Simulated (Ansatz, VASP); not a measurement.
# Al6Si: VASP beside Ansatz, part 2 of 3

Aim: how closely do two programs agree when they are given the same cell, functional and k mesh? The cell is generated by rule, not measured, and may not be a known phase. The cell is taken from a series of runs on this material, whose earlier steps may have relaxed, scaled, displaced or heated it; both programs get it as it stands.

VASP 6.6.1 and Ansatz 0.2.0.

So far: Starting point; VASP: relaxation of cell and atoms, PBEsol, pair 1.

## (3) Ansatz: relaxation of cell and atoms, PBEsol, pair 1

Level of this step: Ansatz beside VASP: Kohn-Sham DFT, plane waves, PBEsol (Ansatz).

Ansatz runs on its default PAW (the set named soft_2) files.

The same cell, functional, mesh and smearing now go to Ansatz, which takes its cutoff from its data sets.

input.yaml reads:

```yaml
crystal:
  lattice:
    - [5.7195596724, 0.0, 0.0]
    - [0.0, 5.7195596724, 0.0]
    - [0.0, 0.0, 4.7630069898]
  atoms:
    - { symbol: Si, position: [0.0, 0.0, 0.0] }
    - { symbol: Al, position: [0.871816841, 0.2974997552, 0.5] }
    - { symbol: Al, position: [0.5, 0.5, 0.7523634721] }
    - { symbol: Al, position: [0.128183159, 0.7025002448, 0.5] }
    - { symbol: Al, position: [0.5, 0.5, 0.2476365279] }
    - { symbol: Al, position: [0.7025002448, 0.871816841, 0.5] }
    - { symbol: Al, position: [0.2974997552, 0.128183159, 0.5] }
kpoints:
  mp_grid: { grid: [6, 6, 6] }
hamiltonian:
  xc: pbesol
scf:
  occupations: { method: methfessel_paxton, width: 0.15 }
output:
  forces: true
  stress: true
  eigenvalues: true
relax:
  adjacent_minimum: "off"
  f_tol: 0.001
  max_steps: 60
  cell: { stress_tol: 0.01 }
```

Launch:

```bash
> ansatz run input.yaml --threads 8 --pin off --max-ram 14336MiB --backend cpu --events-out ev --progress --plain --runs-dir out
```

Numbers of over 12 decimals in the logs are rounded to 6 here.

The log of the run:

```text
Engine: ansatz 0.2.0, aarch64-unknown-linux-gnu
Pseudopotentials: kind: paw
Pseudopotential: Si, paw, valence charge 4, recommended cutoff 420 eV (normal), Si.paw.azcp
Pseudopotential: Al, paw, valence charge 3, recommended cutoff 420 eV (normal), Al.paw.azcp
Functional definition: PBEsol
  exchange = pbesol_x
  correlation = pbesol_c
Crystal: 7 atoms, lattice volume = 155.814 Å³
Basis set: ecut = 420 eV, 3075 PW (Γ), exchange–correlation on 80×80×64 points (8 copies of the dense FFT grid, shifted against one another)
Bands: 18, of which v1, the nominal top of the filled ones, is band 11 counted from 1 (10 counted from 0)
Symmetry: 8 space group operations
Space group: P4/m (ITA 83), of the structure as read, at distance tolerance 5.4e-5 Å
k-points: 44 of 216
Non-local potential: Si, projectors of the file, l = 0: 2, l = 1: 2, l = 2: 2
Non-local potential: Al, projectors of the file, l = 0: 2, l = 1: 2, l = 2: 1
PAW form: soft (Blöchl's): semilocal exchange-correlation on the pseudo side does not see the compensation charge
PAW frozen core: Si, regenerated for the run's functional, and the local potential with it (the file was generated under x = pbe(κ = 0.804, μ = 0.219515), c = pbe(β = 0.066725))
PAW frozen core: Al, regenerated for the run's functional, and the local potential with it (the file was generated under x = pbe(κ = 0.804, μ = 0.219515), c = pbe(β = 0.066725))
PAW one-centre angular grid: Si, 110 points (default); XC on 64 Gauss nodes
PAW one-centre angular grid: Al, 110 points (default); XC on 64 Gauss nodes
Initial density: superposition of atomic densities (neutral atoms: chi_scale 0, normalization atom), corrected by the library's trained network
Initial wavefunctions: pseudopotential atomic-orbital guess
Functional: x = pbesol(κ = 0.804, μ = 0.123457), c = pbesol(β = 0.046)
SCF iter   1: F=—  HF=-3764.331045 eV  |F-HF|=—  |Δ(HF+E_count)|=         —  Δρ=2.81e-3  dr2=3.01e-2  ethr=1.77e-3  ⟨swp⟩=7.1  Hψ=5091  notcnv=0
preconditioner: auto → Kerker (q_TF=auto, 1.969 Å⁻¹)  [metal: Δε(μ)=0.009 eV  Ē_g=5.898 eV  σ=0.150 eV  W_gap=0.05  n_scr=18 (ndim 8)  ℏωp=14.0 eV  f_vac=0.000  D(μ)=5.03/eV (n_scr^D=30)]
SCF iter   2: F=—  HF=-3764.328053 eV  |F-HF|=—  |Δ(HF+E_count)|=   2.99e-3  S|Δr|=    0.00e0  Δρ=1.55e-3  dr2=7.57e-3  ethr=1.37e-4  ⟨swp⟩=1.0  Hψ=1145  notcnv=0
SCF iter   3: F=—  HF=-3764.327364 eV  |F-HF|=—  |Δ(HF+E_count)|=   6.88e-4  S|Δr|=    0.00e0  Δρ=3.59e-4  dr2=4.80e-4  ethr=3.44e-5  ⟨swp⟩=2.7  Hψ=1151  notcnv=0
SCF iter   4: F=—  HF=-3764.327429 eV  |F-HF|=—  |Δ(HF+E_count)|=   6.44e-5  S|Δr|=    0.00e0  Δρ=1.37e-4  dr2=8.12e-5  ethr=2.18e-6  ⟨swp⟩=1.7  Hψ=1012  notcnv=0
SCF iter   5: F=—  HF=-3764.327382 eV  |F-HF|=—  |Δ(HF+E_count)|=   4.70e-5  S|Δr|=    0.00e0  Δρ=3.12e-5  dr2=2.78e-6  ethr=3.69e-7  ⟨swp⟩=2.5  Hψ=1227  notcnv=0
SCF iter   6: F=-3764.327383 eV  HF=-3764.327383 eV  |F-HF|=3.39e-8  |Δ(HF+E_count)|=   1.07e-6  S|Δr|=    0.00e0  Δρ=6.78e-6  dr2=9.81e-8  ethr=4.55e-10  ⟨swp⟩=7.8  Hψ=4352  notcnv=0
SCF 1 converged in 6 iterations: F = -3764.327383 eV  dr2 = 9.81e-8
  greatest PAW one-centre occupation: 0.709 electrons in one spin orbital (limit 2), on the Si atom at site 0 (counted from 0), in its partial waves of l = 0
relax step   1: F+E_penalty+E_count = -3764.32738279 eV  Δ(F+E_penalty+E_count) = +0.000e0 eV  max|allowed force component| = 2.263e-4 eV/Å  Δτ_max = 0.0000 Å  P = -0.001 GPa  Ω = 155.814 Å³  (6 SCF iters, dr2 threshold 1.00e-7 eV, accepted)
Initial density: handed on by an earlier stage of this run
Initial wavefunctions: pseudopotential atomic-orbital guess (no wavefunctions were taken with the density)
iter 1 solved again at ethr=4.11e-7 eV; its pass at ethr=3.10e-3 eV (dr2=9.05e-5 eV) is discarded
SCF iter   1: F=—  HF=-3764.327448 eV  |F-HF|=—  |Δ(HF+E_count)|=         —  Δρ=7.30e-6  dr2=1.20e-7  ethr=4.11e-7  ⟨swp⟩=3.1  Hψ=7310  notcnv=0
eigensolver tolerance schedule: the retry pair's looser diagonalisation over-reported the residual by 752.31 of it (diagonalisation noise at 0.11 of the residual, at the tolerance the schedule requests for it); recorded, not acted on — ethr = c·dr2/N_el stays at c = 1.0e-1
preconditioner: auto → Kerker (q_TF=auto, 1.969 Å⁻¹)  [metal: Δε(μ)=0.008 eV  Ē_g=5.888 eV  σ=0.150 eV  W_gap=0.05  n_scr=18 (ndim 8)  ℏωp=14.0 eV  f_vac=0.000  D(μ)=5.07/eV (n_scr^D=30)]
SCF iter   2: F=—  HF=-3764.327383 eV  |F-HF|=—  |Δ(HF+E_count)|=   6.52e-5  S|Δr|=    0.00e0  Δρ=4.53e-6  dr2=4.22e-8  ethr=5.46e-10  ⟨swp⟩=2.2  Hψ=1341  notcnv=0
SCF iter   3: F=—  HF=-3764.327383 eV  |F-HF|=—  |Δ(HF+E_count)|=   2.15e-8  S|Δr|=    0.00e0  Δρ=1.81e-6  dr2=8.23e-9  ethr=1.92e-10  ⟨swp⟩=1.8  Hψ=972  notcnv=0
SCF iter   4: F=—  HF=-3764.327383 eV  |F-HF|=—  |Δ(HF+E_count)|=   5.09e-9  S|Δr|=    0.00e0  Δρ=6.51e-7  dr2=1.18e-9  ethr=3.74e-11  ⟨swp⟩=2.0  Hψ=1011  notcnv=0
SCF iter   5: F=—  HF=-3764.327383 eV  |F-HF|=—  |Δ(HF+E_count)|=  5.37e-11  S|Δr|=    0.00e0  Δρ=2.33e-7  dr2=1.44e-10  ethr=5.36e-12  ⟨swp⟩=1.9  Hψ=1094  notcnv=0
SCF iter   6: F=—  HF=-3764.327383 eV  |F-HF|=—  |Δ(HF+E_count)|=  1.18e-11  S|Δr|=    0.00e0  Δρ=3.98e-8  dr2=4.73e-12  ethr=1.00e-12  ⟨swp⟩=2.8  Hψ=1306  notcnv=0
SCF iter   7: F=-3764.327383 eV  HF=-3764.327383 eV  |F-HF|=1.36e-12  |Δ(HF+E_count)|=  9.09e-13  S|Δr|=    0.00e0  Δρ=1.78e-8  dr2=8.96e-13  ethr=1.00e-12  ⟨swp⟩=5.3  Hψ=2907  notcnv=0
SCF 2 converged in 7 iterations: F = -3764.327383 eV  dr2 = 8.96e-13
relax step   2: F+E_penalty+E_count = -3764.32738281 eV  Δ(F+E_penalty+E_count) = -1.773e-8 eV  max|allowed force component| = 2.308e-4 eV/Å  Δτ_max = 0.0000 Å  P = -0.001 GPa  Ω = 155.814 Å³  stress off target by 1.13e-3 GPa  SCF on the basis re-selected at this cell (its energy is not comparable with the rows above)  (7 SCF iters)
basis re-selected at this cell: Δ(F+E_penalty+E_count) = -1.773e-8 eV, ΔP = -0.000 GPa vs the last step (what re-selecting the basis moved, of the pressure what is left beyond the Pulay correction that the steps carried, after the strain that the cell walked since its last selection, with what the two solves' SCF thresholds leave and, on support functions, any second-order correction that the steps lacked; it is no m [...]
SCF converged after 7 iterations
Stability not checked: this state was not tested for a lower state beside it, because cold or Methfessel-Paxton smearing, or corrected tetrahedra, fill the levels in a way that the test cannot read (fill_not_monotonic; see scf.lower_state_search)
Free energy (F): -3764.327383 eV
Harris-Foulkes:  -3764.327383 eV  (|F-HF|=1.36e-12)
Internal energy: -3764.318631 eV  (E = F + TS)
E sigma→0 (E₀):  -3764.325195 eV
Entropy (-TS):   -0.008752 eV (-1.250 meV/atom)
Fermi energy:    4.802573 eV
--- Per-component energies (eV) ---
  E_band       = 17.519670
  E_kinetic    = 163.949780
  E_local      = -54.921048  (includes V_loc(G=0)·N_el)
  E_nonlocal   = 92.061354
  E_hartree    = 26.102520
  E_xc         = -283.671801
  E_vxc        = -211.794685  (∫ρ·V_xc dr)
  E_paw        = -3226.960220  (= ΣΔE_a)
  E_vpaw       = -23.980766  (= ΣTr[D̂ρ^β])
  E_aug_tail   = -0.000007  (compensation charges beyond the density's cutoff)
  E_ewald      = -481.025604
  E_core_change = 0.146395  (= ΣΔE_core)
  E_smearing   = -0.008752  (= −TS)
  E_closure    = 0.000000  (closes the sum)
  Σ components = -3764.327383   (vs F -3764.327383, Δ=0.00e0)
--- Forces (eV/Å), atoms counted from 1 ---
  atom   1  Si    -0.00000000     0.00000000     0.00000000
  atom   2  Al     0.00007462    -0.00017763     0.00000000
  atom   3  Al     0.00000000     0.00000000    -0.00023076
  atom   4  Al    -0.00007462     0.00017763     0.00000000
  atom   5  Al     0.00000000     0.00000000     0.00023076
  atom   6  Al     0.00017763     0.00007462     0.00000000
  atom   7  Al    -0.00017763    -0.00007462     0.00000000
  max |Σ_I F_I| component: 0.00e0 eV/Å
--- Stress (GPa, compression-positive) ---
       -0.001127       0.000000       0.000000
       -0.000000      -0.001127       0.000000
        0.000000       0.000000      -0.000924
  P = ⅓ Tr σ = -0.0011 GPa (-0.011 kbar)
--- Band table (eV; the first three rows and the last of 44) ---
  k-point 0: bands = [... 7 lower, 3.1292, 3.4532, 3.4532, 4.4808, 4.6672, 4.7129, 6.1743, 6.1743, ... 3 higher]
  k-point 1: bands = [... 7 lower, 3.1436, 3.5395, 3.5395, 4.5815, 4.8182, 4.8402, 4.8402, 6.2147, ... 3 higher]
  k-point 2: bands = [... 7 lower, 3.2873, 3.2873, 4.1126, 4.1763, 4.1763, 4.8275, 5.9742, 6.0110, ... 3 higher]
  k-point 43: bands = [... 7 lower, 1.7883, 5.4465, 5.4465, 6.4673, 6.5000, 6.7679, 6.7679, 6.9512, ... 3 higher]
--- Relaxed structure (1 steps of the walk, 1 accepted, 1 SCFs on fresh bases) ---
  F+E_penalty+E_count = -3764.32738281 eV   max|allowed force component| = 2.308e-4 eV/Å   (the final SCF, on the basis selected at the relaxed cell)
  cell:  # Å, volume = 155.8140 Å³
    - [5.7195596724, 0.0, 0.0]
    - [0.0, 5.7195596724, 0.0]
    - [0.0, 0.0, 4.7630069898]
  atoms:
    - { symbol: Si, position: [0.0, 0.0, 0.0] }
    - { symbol: Al, position: [0.871817, 0.2974997552, 0.500000] }
    - { symbol: Al, position: [0.5, 0.5, 0.752363] }
    - { symbol: Al, position: [0.128183159, 0.7025002448, 0.500000] }
    - { symbol: Al, position: [0.5, 0.5, 0.2476365279] }
    - { symbol: Al, position: [0.7025002448, 0.871817, 0.500000] }
    - { symbol: Al, position: [0.2974997552, 0.128183159, 0.500000] }
```

In the SCF lines HF is the Harris–Foulkes energy and dr2 the Hartree energy of the density residual, in eV; the loop may stop once dr2 is under the threshold and the program's other checks hold. Hψ counts applications of the Hamiltonian.

## (4) Differences

Known differences besides the potentials themselves: the cutoff is 420 eV in Ansatz and 500 eV in VASP; Ansatz makes its cores anew for this functional, VASP keeps those of its PBE data sets; Ansatz adds a Pulay correction to the stress that steers its cell, VASP none. Total energies have different zeros and are not compared.

Both answers:

```
                                         quantity  Ansatz    VASP  difference
                                      volume (Å³)  155.81  156.00     -0.12 %
edge a after relaxation, in the typed setting (Å)   5.720   5.722     -0.03 %
edge c after relaxation, in the typed setting (Å)   4.763   4.765     -0.05 %
```

## (5) VASP: relaxation of cell and atoms, PBEsol, pair 2

The relaxed volume is the usual yardstick between codes: in a stiff, nearly cubic crystal its relative difference is about their pressure difference at one cell divided by the bulk modulus. Its start cell is another than that of the pair before, and may be another structure of the material.

INCAR reads:

```
SYSTEM = Al6Si
PREC = Accurate
ENCUT = 500
EDIFF = 1E-07
NELM = 120
ISMEAR = 1
SIGMA = 0.15
LREAL = .FALSE.
ALGO = Normal
GGA = PS
NBANDS = 18
LORBIT = 11
LWAVE = .FALSE.
LCHARG = .FALSE.
ISIF = 3
IBRION = 2
NSW = 80
EDIFFG = -0.005
LASPH = .TRUE.
GGA_COMPAT = .FALSE.
NELMIN = 4
KPAR = 2
```

POSCAR reads:

```
Al6Si
1.0
    4.9637160000      0.0000000000      0.0000000000
    0.0000000000      3.1671590000      5.2576800000
    0.0000000000     -3.1671590000      5.2576800000
Si Al
1 6
Direct
    0.0000000000      0.2336172038      0.2336172038
    0.2424453776      0.4638977648      0.4638977648
    0.5000000000      0.0323221760      0.6213421778
    0.7575546224      0.4638977648      0.4638977648
    0.5000000000      0.8926366742      0.2894645568
    0.5000000000      0.6213421778      0.0323221760
    0.5000000000      0.2894645568      0.8926366742
```

KPOINTS reads:

```
Automatic mesh
0
Gamma
6 6 6
0 0 0
```

The projector-augmented-wave data sets are Si and Al (PBE family, release 64).

Launch:

```bash
> mpirun -np 2 vasp_std
```

The log of the run:

```text
[banner, memory and clock lines left out]
running    2 mpi-ranks, on    1 nodes
[...]
[... a notice as in an earlier step ...]

 LDA part: xc-table for (Slater+PW92), standard interpolation
 POSCAR, INCAR and KPOINTS ok, starting setup
[...]
entering main loop
       N       E                     dE             d eps       ncg     rms          rms(c)
DAV:   1     0.298250209799E+02    0.29825E+02   -0.74251E+03  1872   0.921E+02
DAV:   2    -0.241964306870E+02   -0.54021E+02   -0.52561E+02  2392   0.119E+02
DAV:   3    -0.264906422289E+02   -0.22942E+01   -0.22572E+01  2514   0.233E+01
DAV:   4    -0.265362144331E+02   -0.45572E-01   -0.45506E-01  2492   0.382E+00
[...]
DAV:  13    -0.259058661019E+02   -0.30523E-05   -0.76852E-06  2038   0.134E-02    0.221E-03
DAV:  14    -0.259058663058E+02   -0.20392E-06   -0.58857E-07  2484   0.385E-03    0.105E-03
DAV:  15    -0.259058662886E+02    0.17232E-07   -0.12606E-07  1574   0.170E-03
   1 F= -.25905866E+02 E0= -.25906485E+02  d E =-.259059E+02
[...]
N       E                     dE             d eps       ncg     rms          rms(c)
DAV:   1    -0.259059138780E+02   -0.47572E-04   -0.64341E-04  1982   0.119E-01    0.205E-02
DAV:   2    -0.259059034578E+02    0.10420E-04   -0.20886E-05  2180   0.222E-02    0.103E-02
DAV:   3    -0.259058982102E+02    0.52476E-05   -0.77184E-06  2076   0.110E-02    0.310E-03
DAV:   4    -0.259058974820E+02    0.72817E-06   -0.54334E-07  2266   0.362E-03    0.304E-03
DAV:   5    -0.259058972988E+02    0.18322E-06   -0.55578E-08  1062   0.135E-03    0.140E-03
DAV:   6    -0.259058971879E+02    0.11086E-06   -0.20738E-08  1030   0.801E-04    0.264E-04
DAV:   7    -0.259058971872E+02    0.75318E-09   -0.42431E-09  1020   0.445E-04
   2 F= -.25905897E+02 E0= -.25906504E+02  d E =-.308986E-04
 trial-energy change:   -0.000031  1 .order   -0.000033   -0.000071    0.000006
 step:   0.9135(harm=  0.9252)  dis= 0.00012  next Energy=   -25.905897 (dE=-0.311E-04)
 reached required accuracy - stopping structural energy minimisation
```

From OUTCAR (step 5):

```text
  Total        0.0067555     -0.0105597     -0.0091997      0.0000000      0.0000000      0.0000000
  in kB        0.0653964     -0.1022227     -0.0890569      0.0000000      0.0000000      0.0000000
  external PRESSURE =      -0.0419611 kB  Pullay stress =       0.0000000 kB

 POSITION                                       TOTAL-FORCE (eV/Angst)
 -----------------------------------------------------------------------------------
      0.00000      0.00000      2.45749         0.000000      0.000000      0.001766
      1.20393      0.00000      4.88033         0.000311      0.000000     -0.001152
      2.48280     -1.86622      3.43837         0.000000      0.002086      0.000057
      3.76168      0.00000      4.88033        -0.000311      0.000000     -0.001152
      2.48280      1.91090      6.21776         0.000000     -0.000942      0.000213
      2.48280      1.86622      3.43837         0.000000     -0.002086      0.000057
      2.48280     -1.91090      6.21776         0.000000      0.000942      0.000213
 -----------------------------------------------------------------------------------
    total drift:                               -0.000000     -0.000000      0.000082

  FREE ENERGIE OF THE ION-ELECTRON SYSTEM (eV)
  ---------------------------------------------------
  free  energy   TOTEN  =       -25.9058971872 eV

  energy  without entropy=      -25.9077183084  energy(sigma->0) =      -25.90650423

[... 1 part as in an earlier step ...]

[... 3 further parts left out ...]
[key lines of the parts left out:]
E-fermi :   4.2394
```

## (6) Ansatz: relaxation of cell and atoms, PBEsol, pair 2

The same cell, functional, mesh and smearing now go to Ansatz, which takes its cutoff from its data sets.

The cell is taken from a series of runs on this material, whose earlier steps may have relaxed, scaled, displaced or heated it; both programs get it as it stands.

input.yaml, the sections that differ from step 3:

```yaml
crystal:
  lattice:
    - [4.9637156089, 0.0, 0.0]
    - [0.0, 3.1671594424, 5.2576802729]
    - [0.0, -3.1671594424, 5.2576802729]
  atoms:
    - { symbol: Si, position: [0.0, 0.2336172346, 0.2336172346] }
    - { symbol: Al, position: [0.2424453345, 0.4638977672, 0.4638977672] }
    - { symbol: Al, position: [0.5, 0.0323221651, 0.6213420616] }
    - { symbol: Al, position: [0.7575546655, 0.4638977672, 0.4638977672] }
    - { symbol: Al, position: [0.5, 0.8926365783, 0.2894646119] }
    - { symbol: Al, position: [0.5, 0.6213420616, 0.0323221651] }
    - { symbol: Al, position: [0.5, 0.2894646119, 0.8926365783] }
# kpoints, hamiltonian, scf, output, relax: as in step 3
```

Launch:

```bash
> ansatz run input.yaml --threads 8 --pin off --max-ram 14336MiB --backend cpu --events-out ev --progress --plain --runs-dir out
```

The log of the run:

```text
[...]
Crystal: 7 atoms, lattice volume = 165.311 Å³
Basis set: ecut = 420 eV, 3239 PW (Γ), exchange–correlation on 72×90×90 points (8 copies of the dense FFT grid, shifted against one another)
Bands: 18, of which v1, the nominal top of the filled ones, is band 11 counted from 1 (10 counted from 0)
Symmetry: 4 space group operations
[...]
k-points: 52 of 216 (time reversal used)
[...]
- [0.0, -3.1671594424, 5.2576802729]
  atoms:
    - { symbol: Si, position: [0.0, 0.2336172346, 0.2336172346] }
    - { symbol: Al, position: [0.242445, 0.463898, 0.463898] }
    - { symbol: Al, position: [0.500000, 0.032322, 0.6213420616] }
    - { symbol: Al, position: [0.7575546655, 0.463898, 0.463898] }
    - { symbol: Al, position: [0.500000, 0.892637, 0.2894646119] }
    - { symbol: Al, position: [0.500000, 0.6213420616, 0.032322] }
    - { symbol: Al, position: [0.500000, 0.2894646119, 0.892637] }
[key lines of the parts left out:]
SCF converged after 7 iterations
Free energy (F): -3764.389399 eV
Fermi energy:    4.255597 eV
P = ⅓ Tr σ = 0.0018 GPa (0.018 kbar)
```

## (7) Differences

The two programs side by side:

```
                                         quantity  Ansatz    VASP  difference
                                      volume (Å³)  165.31  165.51     -0.12 %
edge a after relaxation, in the typed setting (Å)   4.964   4.966     -0.04 %
edge b after relaxation, in the typed setting (Å)   6.138   6.141     -0.04 %
```

(Continued in part 3 of 3.)

[Lines on the potential files, build, host, timing and source positions are cut from VASP's logs without a mark.]

[Logs are printed without paths, hosts, clocks, repeated set-up lines and the standing remarks that a program may print on its own settings, such as how far it seeks lower states.]

[Hosts, paths, dates, database ids (printed as entryN), source tags and the programs' standing remarks are cut or masked in the printed files.]
